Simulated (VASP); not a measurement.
# NbNH₃O₂F: harmonic vibrations of a molecule

NbNH₃O₂F, molecule in box, 8 atoms in the cell. PBE, harmonic vibrations; PAW potentials N, Nb_sv, O, F, H (PBE set).

## Input

INCAR.step1:
```
SYSTEM = NbH3NO2F
ALGO = Normal
EDIFF = 1E-8
EDIFFG = -0.005
ENCUT = 400
IBRION = 2
ISIF = 2
ISMEAR = 0
ISYM = 0
LASPH = .TRUE.
LCHARG = .FALSE.
LREAL = .FALSE.
LWAVE = .FALSE.
NELM = 100
NSW = 150
POTIM = 0.5
PREC = Accurate
SIGMA = 0.01
```

INCAR.step2, as INCAR.step1 but for:
```
- EDIFFG = -0.005
- IBRION = 2
- ISIF = 2
- NSW = 150
- POTIM = 0.5
+ IBRION = 5
+ NFREE = 2
+ NSW = 1
+ POTIM = 0.015
```

KPOINTS:
```
k-points
0
Gamma
  1 1 1
```

POSCAR.step1:
```
NbH3NO2F
1.0
   13.0000000000      0.0000000000      0.0000000000
    0.0000000000     14.0000000000      0.0000000000
    0.0000000000      0.0000000000     12.0000000000
N Nb O F H
1 1 2 1 3
Direct
    0.4111000000      0.6146750000      0.5006458300
    0.4885461500      0.4953535700      0.4831958300
    0.5020153800      0.4521321400      0.6140958300
    0.4143000000      0.4090535700      0.3915708300
    0.6180769200      0.5189821400      0.4186125000
    0.3897538500      0.6429892900      0.5744291700
    0.3841076900      0.6546392900      0.4369041700
    0.3839230800      0.3483607100      0.4081958300
```

Commands (each step's output is kept before the next begins):
```
cat potpaw_PBE.64/N/POTCAR potpaw_PBE.64/Nb_sv/POTCAR potpaw_PBE.64/O/POTCAR potpaw_PBE.64/F/POTCAR potpaw_PBE.64/H/POTCAR > POTCAR
cp INCAR.step1 INCAR
cp POSCAR.step1 POSCAR
mpirun -np 8 vasp_gam > vasp.out
cp CONTCAR POSCAR
cp INCAR.step2 INCAR
mpirun -np 8 vasp_gam > vasp.out
```

## Result

- Vibrations (cm⁻¹; a negative value is imaginary): 3790, 3558, 3460, 1487, 990, 698, 670, 645, 570, 520, 445, 374, 356, 221, 207, 188, 184, 178
- Zero-point energy (eV): 1.149
- Translations and rotations, which should read zero (cm⁻¹): -11, -8, -5, 5, 16, 24
- Vibrational entropy at 298 K (meV/K): 0.701
- Displaced cells: 48
- Ionic steps, all stages: 71
- Electronic steps, all stages: 1432

VASP 6.6.1 took 4066 s on 8 cores (AMD EPYC 7571), a shared host.
